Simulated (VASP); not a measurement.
Computed with PBEsol GGA, VASP's PBE PAW potentials (set 64) (plane waves; VASP).

A VASP calculation is set up with these files.

### KPOINTS
```
Automatic mesh
0
gamma
  9 9 9
0 0 0
```

**POSCAR**
```
Nb4C3N
1
    4.4311108509     0.0000000000     0.0000000000
    0.0000000000     4.4311108509     0.0000000000
    0.0000000000    -0.0000000000     4.4311108509
Nb N C
4 1 3
Direct
  0.0000000000   0.0000000000   0.0000000000
  0.5000000000   0.5000000000   0.0000000000
  0.5000000000   0.0000000000   0.5000000000
  0.0000000000   0.5000000000   0.5000000000
  0.5000000000   0.5000000000   0.5000000000
  0.0000000000   0.0000000000   0.5000000000
  0.0000000000   0.5000000000   0.0000000000
  0.5000000000   0.0000000000   0.0000000000
```

**INCAR**
```
SYSTEM  =  Nb4C3N
PREC  =  Accurate; ENCUT  =  520; LREAL  =  .FALSE.
LASPH  =  .TRUE.
EDIFF  =  1E-7; NELM  =  100; ALGO  =  Normal
LMAXMIX  =  4
ISMEAR  =  -5
GGA  =  PS
ISIF  =  2
LWAVE  =  .FALSE.; LCHARG  =  .TRUE.; LORBIT  =  11
NEDOS  =  601
```

POTCAR, in this order: Nb_sv N C (PBE.64 set). Program: vasp_std.

Output of the run:

### OUTCAR
```
 ion  position               nearest neighbor table
   1  0.000  0.000  0.000-   6 2.22   7 2.22   8 2.22   6 2.22   7 2.22   8 2.22
   2  0.500  0.500  0.000-   5 2.22   7 2.22   8 2.22   5 2.22   8 2.22   7 2.22
   3  0.500  0.000  0.500-   5 2.22   6 2.22   8 2.22   8 2.22   5 2.22   6 2.22
   4  0.000  0.500  0.500-   5 2.22   6 2.22   7 2.22   7 2.22   6 2.22   5 2.22
   5  0.500  0.500  0.500-   2 2.22   3 2.22   4 2.22   2 2.22   3 2.22   4 2.22
   6  0.000  0.000  0.500-   1 2.22   3 2.22   4 2.22   1 2.22   4 2.22   3 2.22
   7  0.000  0.500  0.000-   1 2.22   2 2.22   4 2.22   4 2.22   1 2.22   2 2.22
   8  0.500  0.000  0.000-   1 2.22   2 2.22   3 2.22   3 2.22   2 2.22   1 2.22
  LATTYP: Found a simple cubic cell.
 ALAT       =     4.4311108509
 Subroutine PRICEL returns:
 Original cell was already a primitive cell.
 Subroutine GETGRP returns: Found 48 space group operations
The static configuration has the point symmetry O_h .
The dynamic configuration has the point symmetry O_h .
 Subroutine INISYM returns: Found 48 space group operations
 Subroutine IBZKPT returns following result:
 Found     35 irreducible k-points:

 Following reciprocal coordinates:
            Coordinates               Weight
  0.000000  0.000000  0.000000      1.000000
  0.111111  0.000000  0.000000      6.000000
  0.222222  0.000000  0.000000      6.000000
...
```

**OSZICAR**
```
       N       E                     dE             d eps       ncg     rms          rms(c)
DAV:   1     0.853293609106E+03    0.85329E+03   -0.37724E+04  2870   0.177E+03
DAV:   2    -0.232337935476E+02   -0.87653E+03   -0.86240E+03  3481   0.710E+02
DAV:   3    -0.972944181295E+02   -0.74061E+02   -0.72961E+02  4916   0.163E+02
DAV:   4    -0.101608339351E+03   -0.43139E+01   -0.42760E+01  4572   0.343E+01
DAV:   5    -0.101888999784E+03   -0.28066E+00   -0.28007E+00  4820   0.900E+00    0.264E+01
DAV:   6    -0.876717032157E+02    0.14217E+02   -0.97590E+01  4048   0.455E+01    0.813E+00
DAV:   7    -0.875565323311E+02    0.11517E+00   -0.66510E+00  4396   0.127E+01    0.484E+00
DAV:   8    -0.875515153003E+02    0.50170E-02   -0.59978E-01  4225   0.428E+00    0.231E+00
DAV:   9    -0.875465938613E+02    0.49214E-02   -0.12116E-01  4588   0.249E+00    0.503E-01
DAV:  10    -0.875467710024E+02   -0.17714E-03   -0.18916E-02  4412   0.103E+00    0.326E-01
DAV:  11    -0.875469036090E+02   -0.13261E-03   -0.36852E-03  4396   0.447E-01    0.112E-01
DAV:  12    -0.875470453589E+02   -0.14175E-03   -0.50835E-04  4452   0.159E-01    0.140E-02
DAV:  13    -0.875470331211E+02    0.12238E-04   -0.35376E-05  4604   0.476E-02    0.103E-02
DAV:  14    -0.875470353414E+02   -0.22203E-05   -0.31311E-06  5244   0.129E-02    0.639E-03
DAV:  15    -0.875470363074E+02   -0.96603E-06   -0.53457E-07  3340   0.481E-03    0.162E-03
DAV:  16    -0.875470348284E+02    0.14790E-05   -0.42201E-07  2972   0.505E-03    0.543E-04
DAV:  17    -0.875470350432E+02   -0.21479E-06   -0.43570E-08  2371   0.198E-03    0.563E-04
DAV:  18    -0.875470349820E+02    0.61241E-07   -0.18171E-08  2356   0.123E-03
   1 F= -.87547035E+02 E0= -.87547035E+02  d E =0.000000E+00
```

File OUTCAR:
```
------------------------ aborting loop because EDIFF is reached ----------------------------------------
  FORCE on cell =-STRESS in cart. coord.  units (eV):
  Direction    XX          YY          ZZ          XY          YZ          ZX
  --------------------------------------------------------------------------------------
  Total       -0.1136817     -0.1136817     -0.1136817      0.0000000      0.0000000      0.0000000
  in kB       -2.0934543     -2.0934543     -2.0934543      0.0000000      0.0000000      0.0000000
  external PRESSURE =      -2.0934543 kB  Pullay stress =       0.0000000 kB
  volume of cell :       87.00
      direct lattice vectors                 reciprocal lattice vectors
     4.431110851  0.000000000  0.000000000     0.225677044  0.000000000  0.000000000
     0.000000000  4.431110851  0.000000000     0.000000000  0.225677044  0.000000000
     0.000000000  0.000000000  4.431110851     0.000000000  0.000000000  0.225677044
 POSITION                                       TOTAL-FORCE (eV/Angst)
 -----------------------------------------------------------------------------------
      0.00000      0.00000      0.00000         0.000000      0.000000      0.000000
      2.21556      2.21556      0.00000         0.000000      0.000000      0.000000
      2.21556      0.00000      2.21556         0.000000      0.000000      0.000000
      0.00000      2.21556      2.21556         0.000000      0.000000      0.000000
      2.21556      2.21556      2.21556         0.000000      0.000000      0.000000
      0.00000      0.00000      2.21556         0.000000      0.000000      0.000000
      0.00000      2.21556      0.00000         0.000000      0.000000      0.000000
      2.21556      0.00000      0.00000         0.000000      0.000000      0.000000
 -----------------------------------------------------------------------------------
    total drift:                                0.000000      0.000000      0.000000
  FREE ENERGIE OF THE ION-ELECTRON SYSTEM (eV)
  ---------------------------------------------------
  free  energy   TOTEN  =       -87.5470349820 eV

  energy  without entropy=      -87.5470349820  energy(sigma->0) =      -87.54703498

 total charge

# of ion       s       p       d       tot
------------------------------------------
    1        2.171   6.091   2.440  10.702
    2        2.165   6.079   2.416  10.660
    3        2.165   6.079   2.416  10.660
    4        2.165   6.079   2.416  10.660
    5        1.233   2.482   0.000   3.714
    6        0.877   1.543   0.000   2.420
    7        0.877   1.543   0.000   2.420
    8        0.877   1.543   0.000   2.420
--------------------------------------------------
tot         12.529  31.438   9.688  53.655
```
(Selected blocks of OUTCAR.)

For a metal the tetrahedron method with Blöchl corrections gives inexact stress and forces.

The structure was generated: Nb4C3N was put into an ordered model structure (Pm-3m), which need not be its known phase. It was relaxed first. The electron count is odd and the run is not spin-polarised, which forces a metal.
